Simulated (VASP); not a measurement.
## GW on GaN

How does the gap of GaN change from the starting functional to GW? The cell is of the zinc-blende type, one of the forms listed for this formula. The start is a computed cell from the Materials Project.

Method: PBE, spin-orbit coupling; plane waves and PAW (Ga_d_GW, N_GW), in the first sound run; inputs show where later runs differ, in VASP 6.6.1.

## Step 1: Set-up

It takes space group F-43m (No. 216, cubic). Conventional cell: a = 4.507 Å, b = 4.507 Å, c = 4.507 Å, α = 90.00°, β = 90.00°, γ = 90.00°. Ga has 4 N at 1.95 Å nearest. N has 4 Ga at 1.95 Å nearest. Farther neighbours and most contacts between anions are not listed.

## Step 2: Ground state

The orbitals come from a self-consistent PBE run with a tight EDIFF and a narrow smearing. KPOINTS_OPT adds the bands along a path, which shows whether the mesh holds the band edges.

Contents of INCAR:

```
SYSTEM = GaN
PREC = Accurate
ENCUT = 450
EDIFF = 1E-08
NELM = 100
ISMEAR = 0
SIGMA = 0.01
LREAL = .FALSE.
ALGO = Normal
GGA = PE
LNONCOLLINEAR = .TRUE.
MAGMOM = 0 0 0 0 0 0
NBANDS = 30
GGA_COMPAT = .FALSE.
LASPH = .TRUE.
LSORBIT = .TRUE.
LORBIT = 11
LWAVE = .TRUE.
LCHARG = .FALSE.
KPAR = 8
```

Contents of POSCAR:

```
GaN
1.0
    0.0000000000      2.2535006075      2.2535006075
    2.2535006075      0.0000000000      2.2535006075
    2.2535006075      2.2535006075      0.0000000000
Ga N
1 1
Direct
    0.0000000000      0.0000000000      0.0000000000
    0.7500000000      0.7500000000      0.7500000000
```

Contents of KPOINTS:

```
Automatic mesh
0
Gamma
6 6 6
0 0 0
```

Contents of KPOINTS_OPT:

```
Line mode
12
Line-mode
Reciprocal
  0.00000000   0.00000000   0.00000000 GAMMA
  0.50000000   0.00000000   0.50000000 X

  0.50000000   0.00000000   0.50000000 X
  0.50000000   0.25000000   0.75000000 W

  0.50000000   0.25000000   0.75000000 W
  0.37500000   0.37500000   0.75000000 K

  0.37500000   0.37500000   0.75000000 K
  0.00000000   0.00000000   0.00000000 GAMMA

  0.00000000   0.00000000   0.00000000 GAMMA
  0.50000000   0.50000000   0.50000000 L

  0.50000000   0.50000000   0.50000000 L
  0.62500000   0.25000000   0.62500000 U

  0.62500000   0.25000000   0.62500000 U
  0.50000000   0.25000000   0.75000000 W

  0.50000000   0.25000000   0.75000000 W
  0.50000000   0.50000000   0.50000000 L

  0.50000000   0.50000000   0.50000000 L
  0.37500000   0.37500000   0.75000000 K

  0.62500000   0.25000000   0.62500000 U
  0.50000000   0.00000000   0.50000000 X
```

PAW data sets: Ga_d_GW and N_GW (PBE family, release 64).

Launch:

```sh
> mpirun -np 8 vasp_ncl
```

The program printed:

```text
[banner, memory and clock lines left out]
running    8 mpi-ranks, on    1 nodes
 distrk:  each k-point on    1 cores,    8 groups
 distr:  one band on    1 cores,    1 groups

 POSCAR found type information on POSCAR GaN
 POSCAR found :  2 types and       2 ions
|                                                                             |
|           W    W    AA    RRRRR   N    N  II  N    N   GGGG   !!!           |
|           W    W   A  A   R    R  NN   N  II  NN   N  G    G  !!!           |
|           W    W  A    A  R    R  N N  N  II  N N  N  G       !!!           |
|           W WW W  AAAAAA  RRRRR   N  N N  II  N  N N  G  GGG   !            |
|           WW  WW  A    A  R   R   N   NN  II  N   NN  G    G                |
|           W    W  A    A  R    R  N    N  II  N    N   GGGG   !!!           |
|                                                                             |
|     For optimal performance we recommend to set                             |
|       NCORE = 2 up to number-of-cores-per-socket                            |
|     NCORE specifies how many cores store one orbital (NPAR=cpu/NCORE).      |
|     This setting can greatly improve the performance of VASP for DFT.       |
|     The default, NCORE=1 might be grossly inefficient on modern             |
|     multi-core architectures or massively parallel machines. Do your        |
|     Unfortunately you need to use the default for GW and RPA                |
|     calculations (for HF NCORE is supported but not extensively tested      |
|     yet).                                                                   |
|                                                                             |

 LDA part: xc-table for (Slater+PW92), standard interpolation
 POSCAR, INCAR and KPOINTS ok, starting setup
 FFT: planning ... GRIDC
 FFT: planning ... GRID_SOFT
 FFT: planning ... GRID
 WAVECAR not read
 entering main loop
       N       E                     dE             d eps       ncg     rms          rms(c)
DAV:   1     0.197536139245E+03    0.19754E+03   -0.91956E+03  1418   0.182E+03
DAV:   2     0.175508537470E+02   -0.17999E+03   -0.16894E+03  1400   0.488E+02
DAV:   3    -0.129870443559E+02   -0.30538E+02   -0.29885E+02  1582   0.204E+02
DAV:   4    -0.141062374879E+02   -0.11192E+01   -0.11176E+01  1668   0.494E+01
DAV:   5    -0.141372162879E+02   -0.30979E-01   -0.30977E-01  1620   0.862E+00    0.111E+01
DAV:   6    -0.121230577269E+02    0.20142E+01   -0.37977E+00  2336   0.488E+01    0.503E+00
DAV:   7    -0.121430623349E+02   -0.20005E-01   -0.48384E-01  1806   0.997E+00    0.326E+00
DAV:   8    -0.121418859408E+02    0.11764E-02   -0.69781E-02  1798   0.516E+00    0.713E-01
DAV:   9    -0.121365555923E+02    0.53303E-02   -0.13864E-02  1970   0.393E+00    0.994E-02
DAV:  10    -0.121368029528E+02   -0.24736E-03   -0.15303E-03  1934   0.608E-01    0.382E-02
DAV:  11    -0.121368401763E+02   -0.37223E-04   -0.78107E-05  1924   0.107E-01    0.191E-02
DAV:  12    -0.121368409879E+02   -0.81158E-06   -0.29324E-06  1822   0.336E-02    0.499E-03
DAV:  13    -0.121368414442E+02   -0.45628E-06   -0.14606E-06  1914   0.300E-02    0.209E-03
DAV:  14    -0.121368414231E+02    0.21052E-07   -0.20943E-07  1814   0.598E-03    0.377E-04
DAV:  15    -0.121368414248E+02   -0.17017E-08   -0.27604E-08  1622   0.169E-03
   1 F= -.12136841E+02 E0= -.12136841E+02  d E =-.473532E-15  mag=    -0.0000    -0.0000    -0.0000
 Start KPOINTS_OPT (optional k-point list driver)
k-point batch [1-22\120]
       N       E                     dE             ncg
DAV:   1     0.257208972325E+04   -0.89151E+04     1466
DAV:   2    -0.121475501966E+04   -0.37868E+04     1368
DAV:   3    -0.187701053461E+04   -0.66226E+03     1590
DAV:   4    -0.190186841406E+04   -0.24858E+02     1674
DAV:   5    -0.190259537260E+04   -0.72696E+00     1726
DAV:   6    -0.190263079396E+04   -0.35421E-01     1966
DAV:   7    -0.190263135037E+04   -0.55641E-03     1710
DAV:   8    -0.190263137193E+04   -0.21553E-04     1980
DAV:   9    -0.190263137223E+04   -0.29933E-06     1716
DAV:  10    -0.190263137223E+04   -0.73971E-08     1156
[...]
k-point batch [111-120\120]
       N       E                     dE             ncg
DAV:   1     0.942256098410E+04   -0.63241E+04      674
DAV:   2     0.772221198384E+04   -0.17003E+04      640
DAV:   3     0.745685681040E+04   -0.26536E+03      702
DAV:   4     0.744710262407E+04   -0.97542E+01      794
DAV:   5     0.744684012970E+04   -0.26249E+00      734
DAV:   6     0.744682419975E+04   -0.15930E-01      908
DAV:   7     0.744682396011E+04   -0.23964E-03      738
DAV:   8     0.744682395057E+04   -0.95436E-05      914
DAV:   9     0.744682395044E+04   -0.12709E-06      744
DAV:  10     0.744682395044E+04   -0.23756E-08      594
 writing wavefunctions
```

Elapsed: 43 s, on 8 MPI ranks of Intel Xeon Platinum 8488C (Sapphire Rapids), shared host; peak memory 1.8 GiB; 5.6 min of CPU time.

The logs omit lines about the potential files and the build; timing stands in the text.

OUTCAR, selected parts (step 2):

```text
ion  position               nearest neighbor table
   1  0.000  0.000  0.000-   2 1.95   2 1.95   2 1.95   2 1.95
   2  0.750  0.750  0.750-   1 1.95   1 1.95   1 1.95   1 1.95

  LATTYP: Found a face centered cubic cell.
 ALAT       =     4.5070012150

 Subroutine GETGRP returns: Found 24 space group operations
 (whereof 24 operations were pure point group operations)

The static configuration has the point symmetry T_d .

 Found     22 irreducible k-points:

   k-points           NKPTS =     22   k-points in BZ     NKDIM =     22   number of bands    NBANDS=     30

   dimension x,y,z NGX =    24 NGY =   24 NGZ =   24
   dimension x,y,z NGXF=    48 NGYF=   48 NGZF=   48

   ENCUT  =  450.0 eV  33.07 Ry    5.75 a.u.   5.51  5.51  5.51*2*pi/ulx,y,z

   NELECT =      18.0000    total number of electrons

 k-points in reciprocal lattice and weights: Automatic mesh
   0.00000000  0.00000000  0.00000000       0.005
   0.16666667  0.00000000  0.00000000       0.019
  -0.16666667  0.00000000  0.00000000       0.019
   0.33333333  0.00000000  0.00000000       0.019
  -0.33333333  0.00000000  0.00000000       0.019
   0.50000000  0.00000000  0.00000000       0.019
   0.16666667  0.16666667  0.00000000       0.028
   0.33333333  0.16666667  0.00000000       0.056
  -0.33333333 -0.16666667  0.00000000       0.056
[...]
-0.33333333  0.33333333  0.16666667       0.111
  -0.33333333  0.50000000  0.16666667       0.056

 average (electrostatic) potential at core
       1 -63.7269       2 -61.4076

 E-fermi :   5.1520

 k-point     1 :       0.0000    0.0000    0.0000
  band No.  band energies     occupation
    ...
     14       5.0905      1.00000
     15       5.1016      1.00000
     16       5.1016      1.00000
     17       5.1016      1.00000
     18       5.1016      1.00000
     19       6.8224      0.00000
     20       6.8224      0.00000
     21      15.1723      0.00000
     22      15.1723      0.00000
     23      15.5064      0.00000
    ...

 k-point     2 :       0.1667    0.0000    0.0000
  band No.  band energies     occupation
    ...
     14       2.8151      1.00000
     15       4.8213      1.00000
     16       4.8213      1.00000
     17       4.8290      1.00000
     18       4.8390      1.00000
     19       8.4331      0.00000
     20       8.4331      0.00000
     21      14.3477      0.00000
     22      14.3477      0.00000
     23      15.6544      0.00000
    ...

 k-point     3 :      -0.1667    0.0000    0.0000
  band No.  band energies     occupation
    ...
     14       2.8151      1.00000
     15       4.8213      1.00000
     16       4.8213      1.00000
     17       4.8290      1.00000
     18       4.8390      1.00000
     19       8.4331      0.00000
     20       8.4331      0.00000
     21      14.3477      0.00000
     22      14.3477      0.00000
     23      15.6544      0.00000
    ...

  Total        0.4978920      0.4978920      0.4978920      0.0000000      0.0000000     -0.0000000
  in kB       34.8532026     34.8532026     34.8532026      0.0000000      0.0000000     -0.0000000
  external PRESSURE =      34.8532026 kB  Pullay stress =       0.0000000 kB

  energy-cutoff  :      450.00
  volume of cell :       22.89
      direct lattice vectors                 reciprocal lattice vectors
     0.000000000  2.253500607  2.253500607    -0.221877020  0.221877020  0.221877020
     2.253500607  0.000000000  2.253500607     0.221877020 -0.221877020  0.221877020
     2.253500607  2.253500607  0.000000000     0.221877020  0.221877020 -0.221877020

 POSITION                                       TOTAL-FORCE (eV/Angst)
 -----------------------------------------------------------------------------------
      0.00000      0.00000      0.00000         0.000000      0.000000      0.000000
      3.38025      3.38025      3.38025        -0.000000     -0.000000     -0.000000
 -----------------------------------------------------------------------------------
    total drift:                               -0.000002     -0.000002     -0.000002

  FREE ENERGIE OF THE ION-ELECTRON SYSTEM (eV)
  ---------------------------------------------------
  free  energy   TOTEN  =       -12.1368414248 eV

  energy  without entropy=      -12.1368414248  energy(sigma->0) =      -12.13684142

 Spin-Orbit-Coupling matrix elements
 Ion:    1  E_soc:     -0.0153622
 Ion:    2  E_soc:     -0.0001057

 total charge
# of ion       s       p       d       tot
------------------------------------------
    1        0.781   0.898  10.127  11.806
    2        1.200   2.453   0.000   3.653
--------------------------------------------------
tot          1.980   3.351  10.127  15.459

 magnetization (x)
# of ion       s       p       d       tot
------------------------------------------
    1       -0.000  -0.000  -0.000  -0.000
    2       -0.000  -0.000   0.000  -0.000
--------------------------------------------------
tot         -0.000  -0.000  -0.000  -0.000

 magnetization (y)
# of ion       s       p       d       tot
------------------------------------------
    1        0.000   0.000  -0.000   0.000
    2        0.000   0.000   0.000   0.000
--------------------------------------------------
tot          0.000   0.000  -0.000   0.000

 magnetization (z)
# of ion       s       p       d       tot
------------------------------------------
    1       -0.000   0.000   0.000  -0.000
    2        0.000  -0.000   0.000  -0.000
--------------------------------------------------
tot          0.000  -0.000   0.000  -0.000

[... 3 further parts left out ...]
```

LASPH is switched on together with spin-orbit coupling, so the change from the scalar run holds both.

Numbers from this step:

| Item | Value |
| --- | --- |
| free energy (TOTEN) | -12.14 eV |
| Fermi energy | 5.152 eV |
| pressure | 3.485 GPa |
| least gap on mesh and path | 1.721 eV |
| least direct gap on mesh and path | 1.721 eV |

The spin moment in the PAW sphere vanishes on all atoms.

On-site spin-orbit energy by atom:

| atom | on-site spin-orbit energy (eV) |
| --- | --- |
| Ga1 | -0.0154 |
| N2 | -0.0001 |

The highest empty bands on the path are converged less tightly, to about 0.1 eV. The electronic bands at the labelled points (eV, zero at the valence-band top; v1 is the highest filled band, c1 the lowest empty one):

| point | v4 | v3 | v2 | v1 | c1 | c2 | c3 | c4 |
| --- | --- | --- | --- | --- | --- | --- | --- | --- |
| Γ | 0.00 | 0.00 | 0.00 | 0.00 | 1.72 | 1.72 | 10.07 | 10.07 |
| 0.45 of the way | -1.31 | -1.31 | -1.28 | -1.28 | 4.47 | 4.47 | 7.62 | 7.62 |
| X | -2.72 | -2.72 | -2.68 | -2.68 | 3.35 | 3.35 | 6.66 | 6.66 |
| 0.55 of the way | -3.32 | -3.26 | -3.25 | -3.23 | 4.76 | 4.78 | 7.59 | 7.59 |
| W | -3.71 | -3.70 | -3.65 | -3.61 | 6.21 | 6.22 | 8.38 | 8.39 |
| 0.45 of the way | -4.10 | -4.05 | -2.89 | -2.85 | 5.72 | 5.73 | 8.07 | 8.08 |
| K | -4.28 | -4.23 | -2.18 | -2.17 | 4.99 | 4.99 | 7.86 | 7.86 |
| 0.55 of the way | -1.82 | -1.79 | -0.43 | -0.42 | 4.85 | 4.87 | 8.62 | 8.64 |
| Γ | 0.00 | 0.00 | 0.00 | 0.00 | 1.72 | 1.72 | 10.07 | 10.07 |
| 0.45 of the way | -0.46 | -0.46 | -0.45 | -0.44 | 3.89 | 3.89 | 8.87 | 8.87 |
| L | -0.98 | -0.98 | -0.96 | -0.96 | 4.64 | 4.64 | 8.72 | 8.72 |
| 0.45 of the way | -2.51 | -2.48 | -1.38 | -1.38 | 5.92 | 5.93 | 7.48 | 7.51 |
| U | -4.28 | -4.23 | -2.18 | -2.17 | 4.99 | 4.99 | 7.86 | 7.86 |
| 0.55 of the way | -4.10 | -4.05 | -2.89 | -2.85 | 5.72 | 5.73 | 8.07 | 8.08 |
| W | -3.71 | -3.70 | -3.65 | -3.61 | 6.21 | 6.22 | 8.38 | 8.39 |
| 0.45 of the way | -3.25 | -3.21 | -1.94 | -1.90 | 6.76 | 6.77 | 6.96 | 6.97 |
| L | -0.98 | -0.98 | -0.96 | -0.96 | 4.64 | 4.64 | 8.72 | 8.72 |
| 0.55 of the way | -2.98 | -2.95 | -1.53 | -1.52 | 6.05 | 6.05 | 7.40 | 7.42 |
| K | -4.28 | -4.23 | -2.18 | -2.17 | 4.99 | 4.99 | 7.86 | 7.86 |
| jump to U | -4.28 | -4.23 | -2.18 | -2.17 | 4.99 | 4.99 | 7.86 | 7.86 |
| 0.45 of the way | -3.46 | -3.42 | -2.54 | -2.53 | 4.02 | 4.03 | 7.18 | 7.19 |
| X | -2.72 | -2.72 | -2.68 | -2.68 | 3.35 | 3.35 | 6.66 | 6.66 |

Of the projections kept (Ga, N), the largest for each band there; the rest of the weight can lie on other orbitals:

| point | v4 | v3 | v2 | v1 | c1 | c2 | c3 | c4 |
| --- | --- | --- | --- | --- | --- | --- | --- | --- |
| Γ | N 0.78 | N 0.78 | N 0.78 | N 0.78 | N 0.58 | N 0.58 | Ga 0.99 | Ga 0.99 |
| X | N 0.65 | N 0.65 | N 0.66 | N 0.66 | Ga 0.81 | Ga 0.81 | Ga 0.82 | Ga 0.82 |
| W | N 0.59 | N 0.60 | N 0.59 | N 0.58 | N 0.56 | N 0.56 | Ga 0.51 | Ga 0.51 |
| K | N 0.56 | N 0.57 | N 0.67 | N 0.67 | Ga 0.74 | Ga 0.75 | Ga 0.51 | Ga 0.51 |
| Γ | N 0.78 | N 0.78 | N 0.78 | N 0.78 | N 0.58 | N 0.58 | Ga 0.99 | Ga 0.99 |
| L | N 0.72 | N 0.72 | N 0.73 | N 0.73 | Ga 0.69 | Ga 0.69 | N 0.78 | N 0.78 |

The electronic bands as a text plot (rows in eV, shown from -7.0 to 6.7 only):

```
    6.4 |        +   ++   + +                     ++++
    5.8 |              +     +              ++   +    +   +++
    5.2 |           +   ++                 +  +++      +     +
    4.7 |    +                +        ++++             ++    +
    4.1 |   + ++   +                  +                        +
    3.5 |  +    +++            +     +                          +
    2.9 | +                     +   +
    2.4 |                          +
    1.8 |+                       ++
    1.2 |
    0.7 |
    0.1 |*                     ******
   -0.5 |***                 *****  ****
   -1.0 | * *              **   *  *    ****           ****
   -1.6 |  * *            *   *     *      ***       ***   **
   -2.2 |   * **        **   * *              **    * *   *  **
   -2.8 |       ****   *             *      *   *  * *     *   **
   -3.3 |          ****     *                *   ** *          *
   -3.9 |    *       ***  **  *               * *****       * *
   -4.5 |     *         **   *        *        **            *
   -5.0 |      *            *          *
   -5.6 |       *   ********                   *****         *
   -6.2 |        ***                    *    **     *       * ***
   -6.8 |                                ****        *******
         Γ       X    W  K        Γ      L     U  W     L   K|U X
```

The cell has a gap of 1.72 eV on mesh and path and a pressure of +3.5 GPa, which holds the misfit of the given cell and coordinates with this functional, and any error of cutoff, mesh and data sets.

(Continued in part 2 of 3.)

[Lines on the potential files, build, host, timing and source positions are cut from VASP's logs without a mark.]

[Logs are printed without paths, hosts, clocks, repeated set-up lines and the standing remarks that a program may print on its own settings, such as how far it seeks lower states.]

[Hosts, paths, dates, database ids (printed as entryN), source tags and the programs' standing remarks are cut or masked in the printed files.]

[Pressures printed for these runs are not shown converged in the cutoff: they can be off by several GPa and have the wrong sign.]
